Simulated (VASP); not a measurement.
Here is a VASP 6.6.1 calculation.

The input INCAR:

```
  PREC = Accurate
  ENCUT = 600
  EDIFF = 1E-7
  ISMEAR = -1
  SIGMA = 0.05
  LREAL = F
  LASPH = T
  NELM = 100
  ALGO = Normal
  ISIF = 3
  LWAVE = F
  LCHARG = F
  LMAXMIX = 4
  LDAU = T
  LDAUTYPE = 2
  LDAUL = 2 -1
  LDAUU = 8 0
  LDAUJ = 0 0
  LDAUPRINT = 1
  GGA = PE
  IBRION = 2
  NSW = 60
  EDIFFG = -0.01
```

File KPOINTS:

```
Automatic mesh
0
Gamma
  7 7 7
```

File POSCAR:

```
MoI
1.0
    0.0000000000      3.1788513800      3.1788513800
    3.1788513800      0.0000000000      3.1788513800
    3.1788513800      3.1788513800      0.0000000000
Mo I
1 1
Direct
    0.0000000000      0.0000000000      0.0000000000
    0.7500000000      0.7500000000      0.7500000000
```

Potentials or basis: VASP PAW PBE potentials, release 64 (Mo_sv, I).

Run with:

```console
$ cat potpaw_PBE.64/Mo_sv/POTCAR potpaw_PBE.64/I/POTCAR > POTCAR
$ mpirun -np 1 vasp_std > vasp.out
```

Predict the space group after relaxing (to 0.05 Å).

F-43m (No. 216).

Estimate the band gap on the k mesh.

none (metal or under the smearing width).

Final structure:
```cif
data_structure
_symmetry_space_group_name_H-M 'P 1'
_symmetry_Int_Tables_number 1
_cell_length_a 4.6385
_cell_length_b 4.6385
_cell_length_c 4.6385
_cell_angle_alpha 60.000
_cell_angle_beta 60.000
_cell_angle_gamma 60.000
_cell_volume 70.57
loop_
_atom_site_label
_atom_site_type_symbol
_atom_site_fract_x
_atom_site_fract_y
_atom_site_fract_z
_atom_site_occupancy
Mo1 Mo 0.00000 0.00000 0.00000 1
I1 I 0.75000 0.75000 0.75000 1
```

Caveat: an odd number of electrons without spin polarisation forces a metal; a magnetic or distorted state may lie lower; U without spin polarisation on a metal has little footing. Spin-orbit coupling is left out, which matters for the levels of I.
